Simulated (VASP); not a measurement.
```yaml
crystal:
  lattice:
    - [2.73225, 0.00000, 0.00000]
    - [0.00000, 2.73225, 0.00000]
    - [0.00000, 0.00000, 3.72574]
  atoms:
    - { symbol: Fe, position: [0.00000, 0.00000, 0.98658], spin: 3.3 }
    - { symbol: Pt, position: [0.50000, 0.50000, 0.50000], spin: 0.3 }
```

The numbers are results of r2SCAN meta-GGA, VASP's PBE PAW potentials (set 64) (plane waves; VASP), not measurements. Numerical set-up: 480 eV cut-off, 12×12×10 Γ-centred mesh, first-order Methfessel-Paxton smearing of 0.10 eV, potentials Fe Pt.

### Question
Which forces act on the atoms, in eV/Å?

### Answer

```json
[
 {"atom": "Fe1", "Fx": "0.000", "Fy": "0.000", "Fz": "0.453"},
 {"atom": "Pt2", "Fx": "0.000", "Fy": "0.000", "Fz": "-0.453"}
]
```

### Question
Give the stress tensor in GPa (positive for a compressed cell).

### Answer

```
0.48  0.00  0.00
0.00  0.48  0.00
0.00  0.00  0.12
```
The pressure is its mean diagonal, 0.36 GPa.

The compound is FePt in the L1_0 structure. This cell was strained or had an atom moved on purpose.
